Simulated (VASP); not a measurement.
VASP input:

### KPOINTS
```
Automatic mesh
0
Gamma
 17 17 17
```

File POSCAR:
```
Rh
1
    0.0000000000     1.8785900288     1.8785900288
    1.8785900288     0.0000000000     1.8785900288
    1.8785900288     1.8785900288     0.0000000000
Rh
1
Direct
  0.0000000000   0.0000000000   0.0000000000
```

INCAR:
```
SIGMA  =  0.1   ! width (eV)
EDIFF  =  1E-6   ! SCF stop (eV)
LCHARG  =  .FALSE.
LWAVE  =  .FALSE.
EDIFFG  =  -0.02
PSTRESS  =  50   ! kbar
IBRION  =  2   ! conjugate gradients
ALGO  =  Normal   ! blocked Davidson
SYSTEM  =  Rh
LASPH  =  .TRUE.   ! aspherical one-centre terms
ENCUT  =  500   ! plane-wave cut-off (eV)
NSW  =  40   ! most ionic steps
NELM  =  100   ! most electronic steps
ISMEAR  =  1
LMAXMIX  =  4   ! l cut-off of mixed one-centre charges
ISIF  =  3   ! ions, shape and volume
LREAL  =  .FALSE.
PREC  =  Accurate
```

POTCAR, in this order: Rh_pv (LDA.64 set). Program: vasp_std.

Q: Write an equivalent input for Quantum ESPRESSO's pw.x.

A: One equivalent input (not run):
```
&CONTROL
  calculation = 'vc-relax'
  pseudo_dir = './pseudo'
  outdir = './out'
  tprnfor = .true.
  tstress = .true.
  nstep = 40
  forc_conv_thr = 0.00078
/
&SYSTEM
  ibrav = 0
  nat = 1
  ntyp = 1
  ecutwfc = 88
  occupations = 'smearing'
  smearing = 'methfessel-paxton'
  degauss = 0.00735
  input_dft = 'pz'
/
&ELECTRONS
  conv_thr = 7.3e-08
  electron_maxstep = 100
/
&IONS
/
&CELL
  press = 50
/
ATOMIC_SPECIES
  Rh 102.906 Rh.upf
CELL_PARAMETERS angstrom
     0.0000000    1.8785900    1.8785900
     1.8785900    0.0000000    1.8785900
     1.8785900    1.8785900    0.0000000
ATOMIC_POSITIONS crystal
  Rh   0.0000000  0.0000000  0.0000000
K_POINTS automatic
  17 17 17 0 0 0
```
The two are equivalent in intent, not identical: the potentials are each code's own (VASP's PAW set, PseudoDojo norm-conserving files in pw.x), so ENCUT and ecutwfc are chosen apart and not converted; conv_thr bounds pw.x's estimated SCF error, while EDIFF bounds the energy change between steps; forc_conv_thr acts on force components and is met together with etot_conv_thr.

The compound is Rh in the fcc structure. This run relaxes it under an external pressure of 5 GPa. Symmetry was kept, so distortions that lower it aren't found.
